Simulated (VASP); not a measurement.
The system is BiB.

```
B Bi
1.0
     0.00000    2.78430    2.78430
     2.78430    0.00000    2.78430
     2.78430    2.78430    0.00000
B Bi
1 1
Direct
  0.00000 0.00000 0.00000
  0.25000 0.25000 0.25000
```

The cell comes from a database or a generator and needn't be the stable form of this composition.

The cell isn't the ideal one: cell and atoms relaxed from a first guess.

```yaml
Program: VASP 6.6.1
Task: relaxation of cell and atoms
Functional: PBE
Potentials_or_basis: VASP PAW PBE potentials, release 64 (B, Bi_d)
Cutoff: 600 eV
k_mesh: 11 × 11 × 11
Occupations: fermi-dirac, width 0.05 eV
Spin: no spin polarisation
```

At the start: pressure -1.7 GPa; volume 21.58 Å³/atom.

Q: Where does the relaxation end?

A: Over 3 steps the energy falls by 2.9 meV/atom and the volume is 21.05 Å³/atom (-2.5 %); space group F-43m (No. 216, to 0.05 Å).

The path:
```
step  energy change (eV)  largest force (eV/Å)  pressure (GPa)  volume (Å³)
   1              0.0000                0.0000           -1.70        43.17
   2             -0.0051                0.0000            0.63        41.76
   3             -0.0058                0.0000            0.00        42.11
```

Final structure:
```
B Bi
1.0
     0.00000    2.76129    2.76129
     2.76129    0.00000    2.76129
     2.76129    2.76129    0.00000
B Bi
1 1
Direct
  0.00000 0.00000 0.00000
  0.25000 0.25000 0.25000
```
